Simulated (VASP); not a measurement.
Given:

```
CELL_PARAMETERS angstrom
      0.00000     2.74000     2.74000
      2.74000     0.00000     2.74000
      2.74000     2.74000     0.00000
ATOMIC_POSITIONS crystal
  Yb 0.00000 0.00000 0.00000
```

These are MS2 meta-GGA, VASP's PBE PAW potentials (set 64) (plane waves; VASP) values and carry that method's errors. Settings: 520 eV cut-off, 10×10×10 Γ-centred mesh, first-order Methfessel-Paxton smearing of 0.10 eV, potentials Yb_2.

The 4f electrons are frozen in the core of the lanthanide potential, so 4f levels, which can set the real gap, and their magnetism are missing. Energy and stress use the plane-wave basis of the starting cell.

Q: The ions, cell shape and volume are relaxed. Predict the relaxed structure.

A: 
```
CELL_PARAMETERS angstrom
      0.00000     2.64647     2.64647
      2.64647     0.00000     2.64647
      2.64647     2.64647     0.00000
ATOMIC_POSITIONS crystal
  Yb 0.00000 0.00000 0.00000
```
Space group Fm-3m (225), at a tolerance of 0.03 Å.

Q: How do energy and volume change from the first to the last step?

A: The energy (σ→0) changes by -21.1 meV/atom and the volume by -9.9 %, in 5 ionic steps.

The compound is Yb in the fcc structure. This run relaxes it. Symmetry was kept, so distortions that lower it aren't found.
